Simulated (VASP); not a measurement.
Wanted: the native input for a VASP 6.6.1 run.

```yaml
Task: single point
Functional: PBE
Potentials_or_basis: VASP PAW PBE potentials, release 64 (Lu, Ru_pv, Si)
Cutoff: 520 eV
k_mesh: 4 × 3 × 3
Occupations: fermi-dirac, width 0.1 eV
Spin: no spin polarisation
Dipole_correction: no
Further_INCAR_settings: ALGO = Normal; EDIFF = 1e-07; NBANDS = 38
```

The structure of LuSi2Ru2 lies in POSCAR:

```
LuSi2Ru2
1.0
    3.7070470000     -0.3359360000     -1.0303870000
   -0.0923430000      4.5315130000      0.0658300000
    0.4655830000     -0.3127100000      5.0129390000
Lu Ru Si
1 2 2
Direct
    0.0957460403      0.4714467323      0.2519953139
    0.7124192608      0.3073617909      0.6566584828
    0.5195940198      0.0383784089      0.0661568937
    0.0885586181      0.9927586331      0.5373592912
    0.2843384537      0.5948259687      0.7872280618
```

The cell was built by a generator and needn't be a form met in nature.

The input as run:

INCAR

```
ALGO     = Normal         # electronic algorithm
EDIFF    = 1E-7           # SCF threshold, eV
ENCUT    = 520            # plane-wave cutoff, eV
GGA      = PE             # functional
ISIF     = 2              # what is computed and relaxed
ISMEAR   = -1             # smearing method
LASPH    = T              # aspherical terms in the spheres
LCHARG   = F              # write CHGCAR
LREAL    = F              # projectors in reciprocal space
LWAVE    = F              # write WAVECAR
NBANDS   = 38             # bands
NELM     = 100            # most SCF steps
PREC     = Accurate       # precision mode
SIGMA    = 0.1            # smearing width, eV
```

KPOINTS

```
k-points
0
Gamma
  4 3 3
```

Potentials or basis: VASP PAW PBE potentials, release 64 (Lu, Ru_pv, Si).

Launch:

```console
$ cat potpaw_PBE.64/Lu/POTCAR potpaw_PBE.64/Ru_pv/POTCAR potpaw_PBE.64/Si/POTCAR > POTCAR
$ mpirun -np 1 vasp_std > vasp.out
```

Results of the run:

- Pressure: 4.9 GPa
- Largest force: 1.456 eV/Å
- Band gap on the k mesh: none (metal or under the smearing width)

Caveat: the k mesh is coarse (spacing up to 0.47 Å⁻¹), so the values aren't converged.

It took 57 s on 1 thread of Intel(R) Xeon(R) 6975P-C (Granite Rapids) (shared host), peak memory 0.23 GiB.
